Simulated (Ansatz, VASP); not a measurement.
**Li3SbO2: VASP beside Ansatz**

Contents of INCAR:

```
SYSTEM = Li3SbO2
  PREC = Accurate
  ENCUT = 520
  EDIFF = 1E-7
  ISMEAR = 0
  SIGMA = 0.1
  LREAL = .False.
  LASPH = .True.
  NELM = 60
  ALGO = Normal
  ISIF = 2
  LWAVE = .False.
  LCHARG = .False.
  GGA = PE
  NBANDS = 22
```

KPOINTS

```
regular mesh
0
Gamma
  9 9 2
  0 0 0
```

The input POSCAR:

```
Li3SbO2
1.0
    2.7282257300      0.0000000000      0.0000000000
   -1.3641128600      2.3627127900      0.0000000000
    0.0000000000      0.0000000000      7.8076463700
Li Sb O
3 1 2
Direct
    0.6666666700      0.3333333300      0.2605710600
    0.3333333300      0.6666666700      0.5000000000
    0.6666666700      0.3333333300      0.7394289400
    0.0000000000      0.0000000000      0.0000000000
    0.0000000000      0.0000000000      0.3802855300
    0.0000000000      0.0000000000      0.6197144700
```

Input for Ansatz:

```yaml
crystal:
  lattice:
    - [2.72822573, 0.0, 0.0]
    - [-1.36411286, 2.36271279, 0.0]
    - [0.0, 0.0, 7.80764637]
  atoms:
    - { symbol: Li, position: [0.66666667, 0.33333333, 0.26057106] }
    - { symbol: Li, position: [0.33333333, 0.66666667, 0.5] }
    - { symbol: Li, position: [0.66666667, 0.33333333, 0.73942894] }
    - { symbol: Sb, position: [0.0, 0.0, 0.0] }
    - { symbol: O, position: [0.0, 0.0, 0.38028553] }
    - { symbol: O, position: [0.0, 0.0, 0.61971447] }
basis:
  ecutwfc: 420
kpoints:
  mp_grid: { grid: [9, 9, 2] }
hamiltonian:
  xc: pbe
scf:
  occupations: { method: gaussian, width: 0.1 }
  lower_state_search: "off"
output:
  forces: true
  stress: true
  eigenvalues: true
```

Alike in both runs: task single point; functional PBE; k mesh 9 × 9 × 2; occupations gaussian, width 0.1 eV; no spin polarisation.

|  | VASP | Ansatz |
| --- | --- | --- |
| version | VASP 6.6.1 | Ansatz 0.2.0 |
| potentials or method | VASP PAW PBE potentials, release 64 (Li_sv, Sb, O) | scalar-relativistic, plane waves, PAW |
| plane-wave cutoff (eV) | 520 | 420 |
| valence electrons in the cell | 26 | 36 |

```csv
,VASP,Ansatz,Ansatz less VASP
gap on the k mesh at the Fermi level (eV),none,none,-
rms of the force components (eV/Å),0.764,0.763,-0.0006
```

Atom by atom the forces differ by 0.018 eV/Å (rms over components). A gap of «none» marks a metal or a gap that the smearing closes. The two sets of potentials don't hold the same shells in valence.

Caveats: the k mesh is coarse (spacing up to 0.40 Å⁻¹), so the values aren't converged; forces of over 1 eV/Å show positions far from the minimum, so gaps and moduli don't describe the material at rest. Spin-orbit coupling is left out, which matters for the levels of Sb.
